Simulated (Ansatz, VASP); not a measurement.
## Al5BP6: VASP beside Ansatz

The input INCAR:

```
SYSTEM = Al5BP6
  PREC = Accurate
  ENCUT = 520
  EDIFF = 1E-6
  ISMEAR = 0
  SIGMA = 0.1
  LREAL = .False.
  LASPH = .True.
  NELM = 100
  ALGO = Normal
  ISIF = 2
  LWAVE = .False.
  LCHARG = .False.
  GGA = PE
  NBANDS = 36
```

Contents of KPOINTS:

```
regular mesh
0
Gamma
  2 3 3
  0 0 0
```

The input POSCAR:

```
Al5BP6
1.0
    0.0000000000      0.0000000000      6.2022657475
    6.5358541687      0.0000000000      0.0000000000
   -3.2679270844      5.6602157455      0.0000000000
Al B P
5 1 6
Direct
    0.0003261171      0.6809009671      0.0000000000
    0.0003261171      0.3190990329      0.3190990329
    0.0003261171      1.0000000000      0.6809009671
    0.5004819204      0.6666666667      0.3333333333
    0.5004819204      0.3333333333      0.6666666667
    0.4982491414      0.0000000000      0.0000000000
    0.3858851576      0.7083599790      0.0000000000
    0.3858851576      0.2916400210      0.2916400210
    0.3858851576      1.0000000000      0.7083599790
    0.8251442650      0.0000000000      0.0000000000
    0.8835044943      0.6666666667      0.3333333333
    0.8835044943      0.3333333333      0.6666666667
```

Input for Ansatz:

```yaml
crystal:
  lattice:
    - [0.0, 0.0, 6.2022657475]
    - [6.5358541687, 0.0, 0.0]
    - [-3.2679270844, 5.6602157455, 0.0]
  atoms:
    - { symbol: Al, position: [0.0003261171, 0.6809009671, 0.0] }
    - { symbol: Al, position: [0.0003261171, 0.3190990329, 0.3190990329] }
    - { symbol: Al, position: [0.0003261171, 1.0, 0.6809009671] }
    - { symbol: Al, position: [0.5004819204, 0.6666666667, 0.3333333333] }
    - { symbol: Al, position: [0.5004819204, 0.3333333333, 0.6666666667] }
    - { symbol: B, position: [0.4982491414, 0.0, 0.0] }
    - { symbol: P, position: [0.3858851576, 0.708359979, 0.0] }
    - { symbol: P, position: [0.3858851576, 0.291640021, 0.291640021] }
    - { symbol: P, position: [0.3858851576, 1.0, 0.708359979] }
    - { symbol: P, position: [0.825144265, 0.0, 0.0] }
    - { symbol: P, position: [0.8835044943, 0.6666666667, 0.3333333333] }
    - { symbol: P, position: [0.8835044943, 0.3333333333, 0.6666666667] }
basis:
  ecutwfc: 420
kpoints:
  mp_grid: { grid: [2, 3, 3] }
hamiltonian:
  xc: pbe
scf:
  occupations: { method: gaussian, width: 0.1 }
  lower_state_search: "off"
output:
  forces: true
  stress: true
  eigenvalues: true
```

Alike in both runs: task single point; functional PBE; k mesh 2 × 3 × 3; occupations gaussian, width 0.1 eV; no spin polarisation.

|  | VASP | Ansatz |
| --- | --- | --- |
| version | VASP 6.6.1 | Ansatz 0.2.0 |
| potentials or method | VASP PAW PBE potentials, release 64 (Al, B, P) | scalar-relativistic, plane waves, PAW |
| plane-wave cutoff (eV) | 520 | 420 |
| valence electrons in the cell | 48 | 48 |

VASP gave:

| Property | Result |
| --- | --- |
| gap on the k mesh at the Fermi level (eV) | 1.70 |
| least direct gap on the mesh (eV) | 1.99 |
| pressure (GPa) | -0.1 |
| largest component of the traceless stress (GPa) | 0.06 |
| rms of the force components (eV/Å) | 0.014 |

Task: What did Ansatz give for the same quantities?

Result: gap on the k mesh at the Fermi level (eV): 1.70; least direct gap on the mesh (eV): 1.99; pressure (GPa): 0.0; largest component of the traceless stress (GPa): 0.06; rms of the force components (eV/Å): 0.014.

Atom by atom the forces differ by 0.001 eV/Å (rms over components).

Caveats: the k mesh is coarse (spacing up to 0.51 Å⁻¹), so the values aren't converged; an odd mesh through Γ misses points on the zone boundary, where band edges often lie.
